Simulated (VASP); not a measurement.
# Ca(100) in VASP

Wanted: what it costs to take an electron out of Ca(100), held as cut.

Method: LDA; plane waves and PAW (Ca_pv), in VASP 6.6.1.

### Step 1. Set-up

The cell holds 7 atoms: 7 Ca. Cell: a = 3.946 Å, b = 3.946 Å, c = 34.740 Å, α = 90.0°, β = 90.0°, γ = 90.0°. Vacuum lies along c.

### Step 2. Vacuum level and density of states

A static run writes the electrostatic potential without exchange and correlation (LVHAR), which is flat in the vacuum and gives the level to count from. The dipole correction cancels the field that unlike faces would set up across the vacuum.

File INCAR:

```
SYSTEM = Ca
PREC = Normal
ENCUT = 300
EDIFF = 1E-06
NELM = 120
ISMEAR = -1
SIGMA = 0.1
LREAL = .FALSE.
ALGO = Fast
GGA = CA
NBANDS = 46
LORBIT = 11
LWAVE = .FALSE.
LCHARG = .TRUE.
IDIPOL = 3
LDIPOL = .TRUE.
DIPOL = 0.5 0.5 0.5
LVHAR = .TRUE.
LVACPOTAV = .TRUE.
LELF = .TRUE.
NEDOS = 1500
```

File POSCAR:

```
Ca
1.0
    3.9456558390      0.0000000000      0.0000000000
    0.0000000000      3.9456558390      0.0000000000
    0.0000000000      0.0000000000     34.7400000000
Ca
7
Direct
    0.0000000000      0.0000000000      0.2590673575
    0.5000000000      0.5000000000      0.3393782383
    0.0000000000      0.0000000000      0.4196891192
    0.5000000000      0.5000000000      0.5000000000
    0.0000000000      0.0000000000      0.5803108808
    0.5000000000      0.5000000000      0.6606217617
    0.0000000000      0.0000000000      0.7409326425
```

File KPOINTS:

```
Automatic mesh
0
Gamma
14 14 1
0 0 0
```

File KPOINTS_OPT:

```
Line mode
14
Line-mode
Reciprocal
  0.50000000   0.50000000   0.00000000 M
  0.00000000   0.00000000   0.00000000 GAMMA

  0.00000000   0.00000000   0.00000000 GAMMA
  0.00000000   0.50000000   0.00000000 X

  0.00000000   0.50000000   0.00000000 X
  0.50000000   0.50000000   0.00000000 M
```

The projector-augmented-wave data sets are Ca_pv (LDA family, release 64).

On the command line:

```sh
$ mpirun -np 2 vasp_std
```

The log of the run:

```text
[banner, memory and clock lines left out]
running    2 mpi-ranks, on    1 nodes
 distrk:  each k-point on    2 cores,    1 groups
 distr:  one band on    1 cores,    2 groups

 POSCAR found type information on POSCAR Ca
 POSCAR found :  1 types and       7 ions
 LDA part: xc-table for (Slater(with rela. corr.)+CA(PZ))
 , standard interpolation
 POSCAR, INCAR and KPOINTS ok, starting setup
 FFT: planning ... GRIDC
 FFT: planning ... GRID_SOFT
 FFT: planning ... GRID
 WAVECAR not read
 entering main loop
       N       E                     dE             d eps       ncg     rms          rms(c)
DAV:   1     0.529317020226E+03    0.52932E+03   -0.17426E+04  3854   0.115E+03
DAV:   2     0.905285255466E+02   -0.43879E+03   -0.43264E+03  3328   0.411E+02
DAV:   3    -0.620255593431E+01   -0.96731E+02   -0.95215E+02  4378   0.173E+02
DAV:   4    -0.148479775132E+02   -0.86454E+01   -0.85781E+01  5072   0.604E+01
DAV:   5    -0.152833347539E+02   -0.43536E+00   -0.43442E+00  5032   0.146E+01    0.264E+00
RMM:   6    -0.178184901657E+02   -0.25352E+01   -0.35305E+00  5106   0.907E+00    0.540E+00
RMM:   7    -0.144941410659E+02    0.33243E+01   -0.35242E-01  4410   0.562E+00    0.122E+00
RMM:   8    -0.143929478695E+02    0.10119E+00   -0.39819E-01  5505   0.277E+00    0.539E-01
RMM:   9    -0.143870111063E+02    0.59368E-02   -0.10981E-01  5656   0.150E+00    0.278E-01
RMM:  10    -0.143864367396E+02    0.57437E-03   -0.25596E-02  5482   0.802E-01    0.135E-01
RMM:  11    -0.143865700263E+02   -0.13329E-03   -0.15691E-02  5868   0.400E-01    0.892E-02
RMM:  12    -0.143874720110E+02   -0.90198E-03   -0.34049E-03  5645   0.196E-01    0.287E-02
RMM:  13    -0.143878532311E+02   -0.38122E-03   -0.17183E-03  5866   0.104E-01    0.244E-02
RMM:  14    -0.143884965413E+02   -0.64331E-03   -0.60143E-04  5703   0.652E-02    0.105E-02
RMM:  15    -0.143887716058E+02   -0.27506E-03   -0.34362E-04  5567   0.371E-02    0.696E-03
RMM:  16    -0.143889844103E+02   -0.21280E-03   -0.12457E-04  4661   0.235E-02    0.368E-03
WARNING in EDDRMM: call to ZHEGV failed, returncode =   8  4     13
RMM:  17    -0.143890506865E+02   -0.66276E-04   -0.62803E-05  4384   0.197E-02    0.288E-03
RMM:  18    -0.143890869924E+02   -0.36306E-04   -0.22798E-05  4272   0.117E-02    0.242E-03
RMM:  19    -0.143891012271E+02   -0.14235E-04   -0.90797E-06  4201   0.123E-02    0.149E-03
WARNING in EDDRMM: call to ZHEGV failed, returncode =   6  3     15
RMM:  20    -0.143891070027E+02   -0.57756E-05   -0.47792E-06  4061   0.756E-03    0.819E-04
RMM:  21    -0.143891108803E+02   -0.38776E-05   -0.18320E-06  3764   0.621E-03    0.572E-04
RMM:  22    -0.143891150152E+02   -0.41349E-05   -0.12181E-06  3622   0.738E-03    0.529E-04
RMM:  23    -0.143891181288E+02   -0.31136E-05   -0.72545E-07  3505   0.513E-03    0.215E-04
RMM:  24    -0.143891195922E+02   -0.14634E-05   -0.57598E-07  3373   0.438E-03    0.251E-04
RMM:  25    -0.143891198819E+02   -0.28974E-06   -0.31093E-07  3223   0.435E-03
|                                                                             |
|           W    W    AA    RRRRR   N    N  II  N    N   GGGG   !!!           |
|           W    W   A  A   R    R  NN   N  II  NN   N  G    G  !!!           |
|           W    W  A    A  R    R  N N  N  II  N N  N  G       !!!           |
|           W WW W  AAAAAA  RRRRR   N  N N  II  N  N N  G  GGG   !            |
|           WW  WW  A    A  R   R   N   NN  II  N   NN  G    G                |
|           W    W  A    A  R    R  N    N  II  N    N   GGGG   !!!           |
|                                                                             |
|     Did not find any points to average over, which means that no vacuum     |
|     field-free region was found. Please increase the size of  your cell     |
|     in the dimension of the dipole correction to obtain accurate            |
|     workfunction values.                                                    |
|                                                                             |

   1 F= -.14389120E+02 E0= -.14241556E+02  d E =-.295128E+00
 Start KPOINTS_OPT (optional k-point list driver)
k-point batch [1-36\42]
       N       E                     dE             ncg
DAV:   1    -0.164480652031E+05   -0.42450E+05     3902
DAV:   2    -0.320574122399E+05   -0.15609E+05     3320
DAV:   3    -0.354886630667E+05   -0.34313E+04     4324
DAV:   4    -0.357866040340E+05   -0.29794E+03     4736
DAV:   5    -0.358072652030E+05   -0.20661E+02     5336
DAV:   6    -0.358079136246E+05   -0.64842E+00     5616
DAV:   7    -0.358079385709E+05   -0.24946E-01     5624
DAV:   8    -0.358079403758E+05   -0.18049E-02     5728
DAV:   9    -0.358079405014E+05   -0.12560E-03     5664
DAV:  10    -0.358079405095E+05   -0.81601E-05     3616
DAV:  11    -0.358079405107E+05   -0.11514E-05     3000
DAV:  12    -0.358079405113E+05   -0.61021E-06     2992
k-point batch [37-42\42]
       N       E                     dE             ncg
DAV:   1     0.156213664847E+05   -0.11228E+05      646
DAV:   2     0.130656221442E+05   -0.25557E+04      552
DAV:   3     0.124899647892E+05   -0.57566E+03      808
DAV:   4     0.124425436299E+05   -0.47421E+02      776
DAV:   5     0.124394201060E+05   -0.31235E+01      864
DAV:   6     0.124393264141E+05   -0.93692E-01      898
DAV:   7     0.124393229119E+05   -0.35022E-02      904
DAV:   8     0.124393226794E+05   -0.23253E-03      912
DAV:   9     0.124393226587E+05   -0.20710E-04      896
DAV:  10     0.124393226570E+05   -0.16632E-05      520
DAV:  11     0.124393226568E+05   -0.22702E-06      384
```

Elapsed: 4.8 min, on 2 MPI ranks of AMD EPYC 7R43, shared host; peak memory 0.65 GiB; 9.5 min of CPU time.

Lines that name or quote the potential files are left out of all logs, and their timing lines are given in words.

From OUTCAR (step 2):

```text
ion  position               nearest neighbor table
   1  0.000  0.000  0.259-   2 3.95   2 3.95   2 3.95   2 3.95
   2  0.500  0.500  0.339-   1 3.95   1 3.95   1 3.95   1 3.95   3 3.95   3 3.95   3 3.95   3 3.95

  LATTYP: Found a simple tetragonal cell.
 ALAT       =     3.9456558390
 C/A-ratio  =     8.8046199206

 Subroutine GETGRP returns: Found 16 space group operations
 (whereof 16 operations were pure point group operations)

The static configuration has the point symmetry D_4h.

 Found     36 irreducible k-points:

   k-points           NKPTS =     36   k-points in BZ     NKDIM =     36   number of bands    NBANDS=     46

   dimension x,y,z NGX =    18 NGY =   18 NGZ =  150
   dimension x,y,z NGXF=    36 NGYF=   36 NGZF=  300

   ENCUT  =  300.0 eV  22.05 Ry    4.70 a.u.   5.57  5.57 49.06*2*pi/ulx,y,z

   NELECT =      56.0000    total number of electrons

 k-points in reciprocal lattice and weights: Automatic mesh
   0.00000000  0.00000000  0.00000000       0.005
   0.07142857  0.00000000  0.00000000       0.020
   0.14285714  0.00000000  0.00000000       0.020
   0.21428571  0.00000000  0.00000000       0.020
   0.28571429  0.00000000  0.00000000       0.020
   0.35714286  0.00000000  0.00000000       0.020
   0.42857143  0.00000000  0.00000000       0.020
   0.50000000  0.00000000  0.00000000       0.010
   0.07142857  0.07142857  0.00000000       0.020
[...]
0.50000000  0.42857143  0.00000000       0.020
   0.50000000  0.50000000  0.00000000       0.005

 dipolmoment           0.000000      0.000000     -0.000000 electrons x Angstroem

 average (electrostatic) potential at core
       1 -52.1354       2 -51.4924       3 -51.5400       4 -51.5385       5 -51.5400
       6 -51.4924       7 -52.1354

 E-fermi :  -0.1238

 k-point     1 :       0.0000    0.0000    0.0000
  band No.  band energies     occupation
    ...
     24      -3.3445      2.00000
     25      -2.7904      2.00000
     26      -2.1227      2.00000
     27      -1.4314      2.00000
     28      -0.8465      1.99855
     29       0.3262      0.02198
     30       0.3518      0.01706
     31       0.4151      0.00909
     32       0.4898      0.00432
     33       0.6671      0.00073
    ...

 k-point     2 :       0.0714    0.0000    0.0000
  band No.  band energies     occupation
    ...
     24      -3.2908      2.00000
     25      -2.7387      2.00000
     26      -2.0731      2.00000
     27      -1.3838      1.99999
     28      -0.7998      1.99769
     29       0.3460      0.01806
     30       0.3715      0.01402
     31       0.4198      0.00868
     32       0.4912      0.00426
     33       0.6649      0.00075
    ...

 k-point     3 :       0.1429    0.0000    0.0000
  band No.  band energies     occupation
    ...
     24      -3.1319      2.00000
     25      -2.5864      2.00000
     26      -1.9280      2.00000
     27      -1.2449      1.99997
     28      -0.6644      1.99106
     29       0.3692      0.01435
     30       0.3930      0.01133
     31       0.4689      0.00532
     32       0.4753      0.00499
     33       0.6356      0.00101
    ...

  Total       -4.5633828     -4.5633828     -3.9391428      0.0000000      0.0000000      0.0000000
  in kB      -13.5185237    -13.5185237    -11.6692809      0.0000000      0.0000000      0.0000000
  external PRESSURE =     -12.9021094 kB  Pullay stress =       0.0000000 kB

  energy-cutoff  :      300.00
  volume of cell :      540.84
      direct lattice vectors                 reciprocal lattice vectors
     3.945655839  0.000000000  0.000000000     0.253443291  0.000000000  0.000000000
     0.000000000  3.945655839  0.000000000     0.000000000  0.253443291  0.000000000
     0.000000000  0.000000000 34.740000000     0.000000000  0.000000000  0.028785262

 POSITION                                       TOTAL-FORCE (eV/Angst)
 -----------------------------------------------------------------------------------
      0.00000      0.00000      9.00000         0.000000     -0.000000      0.288328
      1.97283      1.97283     11.79000        -0.000000      0.000000     -0.085227
      0.00000      0.00000     14.58000         0.000000      0.000000     -0.001593
      1.97283      1.97283     17.37000         0.000000      0.000000     -0.000000
      0.00000      0.00000     20.16000        -0.000000      0.000000      0.001593
      1.97283      1.97283     22.95000         0.000000      0.000000      0.085227
      0.00000      0.00000     25.74000         0.000000     -0.000000     -0.288328
 -----------------------------------------------------------------------------------
    total drift:                                0.000000      0.000000     -0.000000

  FREE ENERGIE OF THE ION-ELECTRON SYSTEM (eV)
  ---------------------------------------------------
  free  energy   TOTEN  =       -14.3891198819 eV

  energy  without entropy=      -14.0939922888  energy(sigma->0) =      -14.24155609

 vacuum level on the upper side and lower side of the slab         2.784         2.784

 total charge
# of ion       s       p       d       tot
------------------------------------------
    1        0.356   6.071   0.217   6.644
    2        0.334   6.096   0.266   6.696
    3        0.337   6.097   0.260   6.694
    4        0.337   6.097   0.260   6.694
    5        0.337   6.097   0.260   6.694
    6        0.334   6.096   0.266   6.696
    7        0.356   6.071   0.217   6.644
--------------------------------------------------
tot          2.392  42.624   1.746  46.762

[... 3 further parts left out ...]
```

Numbers from this step:

| Property | Result |
| --- | --- |
| electronic cycles | 25 |
| electrons | 56 |
| free energy (TOTEN) | -14.39 eV |
| energy at zero smearing | -14.24 eV |
| Fermi energy | -0.1238 eV |
| labelled metallic, from the levels on this mesh | yes |
| DOS at the Fermi level | 8.980 states/eV/cell |
| dipole moment | 0, 0, 0 e·Å |
| vacuum levels | 2.784, 2.784 eV |
| work functions of the upper and lower face | 2.908, 2.908 eV |

Electronic bands along the path, in eV, zero at the Fermi level; # counts the bands kept, so #1 is VASP's band 22:

```csv
point,#4,#5,#6,#7,#8,#9,#10,#11
M,-0.19,0.02,0.06,0.17,0.50,0.50,0.51,0.51
0.54 of the way,-1.65,-1.04,-0.43,0.03,0.64,0.65,0.66,0.67
Γ,-2.67,-2.00,-1.31,-0.72,0.45,0.48,0.54,0.61
0.54 of the way,-1.98,-1.35,-0.70,-0.13,0.19,0.29,0.48,0.64
X,-1.28,-1.13,-1.04,-0.94,-0.11,0.08,0.08,0.38
0.46 of the way,-0.85,-0.64,-0.57,-0.38,-0.05,0.17,0.20,0.45
M,-0.19,0.02,0.06,0.17,0.50,0.50,0.51,0.51
```

Table of density of states by energy, zero at the Fermi level; read off at these points; values in states/eV/cell:

```csv
energy (eV),total,Ca p,Ca d
-4.50,8.3e-4,0,0
-4.00,0.134,8.2e-4,0
-3.50,1.04,0.0182,0.00221
-3.00,1.81,0.06,0.0131
-2.50,2.49,0.120,0.0457
-2.00,3.11,0.191,0.121
-1.50,3.92,0.272,0.285
-1.00,5.20,0.350,0.696
-0.50,6.02,0.405,1.27
0.00,8.98,0.894,2.31
0.50,17.0,1.09,7.09
0.67,19.7,1.20,8.75
1.00,15.0,0.867,7.39
1.50,13.9,0.482,8.18
1.74,15.5,0.487,9.71
2.00,12.3,0.193,8.73
2.24,12.8,0.112,9.77
2.50,7.60,0.0808,5.84
3.00,0.492,0.00909,0.365
3.50,0.00283,0,0.00152
4.00,0,0,0
```

The planar average of the electrostatic potential oscillates, so the rows of the table below give means over windows of 2.78 Å about each position, cut where the curve ends. Its maxima inside the range that stand out by 2 % of the span (Å: eV): 10.4: 1.04, 13.2: 0.966, 16.0: 0.974, 18.8: 0.974, 21.5: 0.966, 24.3: 1.04. Its minima: 9.0: -5.57, 11.8: -5.23, 14.6: -5.27, 17.4: -5.27, 20.1: -5.27, 22.9: -5.23, 25.7: -5.57.

Zero at the Fermi level. Planar average of the electrostatic potential against height; means over each step:

```csv
height (Å),planar average of the electrostatic potential (eV)
1.39,2.91
4.17,2.90
6.95,1.74
9.73,-2.03
12.51,-1.88
15.29,-1.89
18.07,-1.90
20.85,-1.90
23.63,-1.86
26.41,-1.71
29.19,2.80
31.97,2.91
```

Density of states in the PAW spheres, an atom over height of the layer and energy from the Fermi level.

Values in states/eV, 22 rows by 7 columns, each cell a mean:
```
1.17 0.93 0.88 0.90 0.88 0.93 1.17
0.51 0.50 0.50 0.51 0.50 0.50 0.51
0.33 0.37 0.37 0.37 0.37 0.37 0.33
0.31 0.32 0.32 0.31 0.32 0.32 0.31
0.24 0.25 0.25 0.24 0.25 0.25 0.24
0.19 0.18 0.19 0.19 0.19 0.18 0.19
0.15 0.15 0.15 0.15 0.15 0.15 0.15
0.12 0.12 0.13 0.12 0.13 0.12 0.12
0.09 0.10 0.10 0.10 0.10 0.10 0.09
0.06 0.09 0.07 0.08 0.07 0.09 0.06
0.03 0.06 0.06 0.05 0.06 0.06 0.03
0.01 0.02 0.02 0.02 0.02 0.02 0.01
0.00 0.00 0.00 0.00 0.00 0.00 0.00
0.00 0.00 0.00 0.00 0.00 0.00 0.00
0.00 0.00 0.00 0.00 0.00 0.00 0.00
0.00 0.00 0.00 0.00 0.00 0.00 0.00
0.00 0.00 0.00 0.00 0.00 0.00 0.00
0.00 0.00 0.00 0.00 0.00 0.00 0.00
0.00 0.00 0.00 0.00 0.00 0.00 0.00
0.00 0.00 0.00 0.00 0.00 0.00 0.00
0.00 0.00 0.00 0.00 0.00 0.00 0.00
0.00 0.00 0.00 0.00 0.00 0.00 0.00
```
Columns: height of the layer (Å) from 9 to 25.7; rows upwards: energy from the Fermi level (eV) from -7.9 to 0.5.

Force by atom:

```csv
atom,x (eV/Å),y (eV/Å),z (eV/Å),size
Ca1,0.000,0.000,0.288,0.288
Ca2,0.000,0.000,-0.085,0.085
Ca3,0.000,0.000,-0.002,0.002
Ca4,0.000,0.000,0.000,0.000
Ca5,0.000,0.000,0.002,0.002
Ca6,0.000,0.000,0.085,0.085
Ca7,0.000,0.000,-0.288,0.288
```

Valence density in the ca plane at fractional y = 0.000, with atoms of Ca within 0.2 Å of it. It is the smooth field of the valence electrons, not physical close to the nuclei.

Values in e/Å³, 6 rows by 16 columns, each cell a mean:
```
1.9 0.1 0.0 0.0 0.2 2.3 0.8 0.1 0.0 0.1 0.8 2.3 0.2 0.0 0.0 0.0
0.2 0.1 0.0 0.0 0.1 0.3 0.1 0.0 0.0 0.1 0.1 0.3 0.0 0.0 0.0 0.0
0.1 0.0 0.1 0.0 0.0 0.1 0.1 0.0 0.0 0.1 0.1 0.1 0.0 0.0 0.0 0.0
0.1 0.0 0.0 0.0 0.1 0.1 0.1 0.0 0.0 0.1 0.1 0.1 0.0 0.0 0.0 0.0
0.5 0.1 0.0 0.0 0.1 0.6 0.2 0.0 0.0 0.1 0.2 0.6 0.1 0.0 0.0 0.0
2.5 0.1 0.0 0.0 0.2 3.1 1.1 0.1 0.0 0.1 1.1 3.0 0.2 0.0 0.0 0.0
```
Columns run along c (16.0 Å, from fractional 0.42 to 0.88 of the cell), rows up along a (3.9 Å). Atoms in or near the plane, at fractional coordinates: Ca at (0.58, 0.00), Ca at (0.74, 0.00).

Electrostatic potential energy in the ca plane at fractional y = 0.000, with atoms of Ca within 0.2 Å of it. With pseudopotentials it is smooth inside the atoms' cores, unlike the true potential.

Ten even steps from '0' (-38 eV) to '9' (3 eV), each cell a mean:
```
01479999999974100378999999986200157899999999
24689999999986423689999999987533478999999999
77899999999998777889999999998777789999999999
89999999999999988999999999999988899999999999
99999999999999999999999999999999999999999999
99999999999999999999999999999999999999999999
88999999999998888899999999999888889999999999
56789999999987655789999999998655678999999999
02589999999985201478999999986310368899999999
00479999999974000268999999985100157899999999
```
Columns run along c (16.0 Å, from fractional 0.42 to 0.88 of the cell; values clipped at the 3rd and 97th percentile), rows up along a (3.9 Å). Atoms in or near the plane, at fractional coordinates: Ca at (0.58, 0.00), Ca at (0.74, 0.00).

ELF in the ca plane at fractional y = 0.000, with atoms of Ca within 0.2 Å of it. It is the smooth field of the valence electrons, not physical close to the nuclei.

Values, 6 rows by 16 columns, each cell a mean:
```
0.19 0.23 0.60 0.56 0.20 0.15 0.22 0.38 0.61 0.39 0.22 0.17 0.16 0.16 0.07 0.01
0.17 0.32 0.55 0.54 0.24 0.19 0.15 0.47 0.54 0.49 0.17 0.20 0.14 0.23 0.07 0.01
0.30 0.50 0.43 0.46 0.48 0.28 0.39 0.50 0.40 0.51 0.45 0.36 0.47 0.29 0.06 0.01
0.20 0.46 0.47 0.48 0.41 0.17 0.29 0.50 0.44 0.51 0.33 0.22 0.35 0.28 0.06 0.01
0.24 0.26 0.58 0.56 0.20 0.26 0.17 0.44 0.57 0.46 0.18 0.27 0.11 0.21 0.07 0.01
0.13 0.23 0.59 0.55 0.21 0.08 0.22 0.37 0.61 0.38 0.20 0.09 0.18 0.15 0.07 0.01
```
Columns run along c (16.0 Å, from fractional 0.42 to 0.88 of the cell), rows up along a (3.9 Å). Atoms in or near the plane, at fractional coordinates: Ca at (0.58, 0.00), Ca at (0.74, 0.00).

Only the dipole across the slab is computed (IDIPOL = 3); zeros along the plane are no results.

The density of states holds every band computed, so its fall toward the upper end of the range is no gap.

The map of layer states is cut here 0.5 eV above the Fermi level, so it leaves out the states above that.

The vacuum level lies 2.91 eV above the Fermi level at the upper face; both faces agree, as the slab has next to no dipole.

The program found no field-free point at its default tolerance, but its printed level agrees with the flat part of the planar average.

On this mesh the fine structure of the density of states is sampling noise, and high empty states may be cut by the number of bands.

[end of part 1 of 3]

[Lines on the potential files, build, host, timing and source positions are cut from VASP's logs without a mark.]

[Logs are printed without paths, hosts, clocks, repeated set-up lines and the standing remarks that a program may print on its own settings, such as how far it seeks lower states.]

[Hosts, paths, dates, database ids (printed as entryN), source tags and the programs' standing remarks are cut or masked in the printed files.]

[In band tables of VASP the shares of atoms and orbitals are scaled to a sum of 1 inside the atoms' spheres.]

[Runs that stopped without an error message from VASP are left out.]
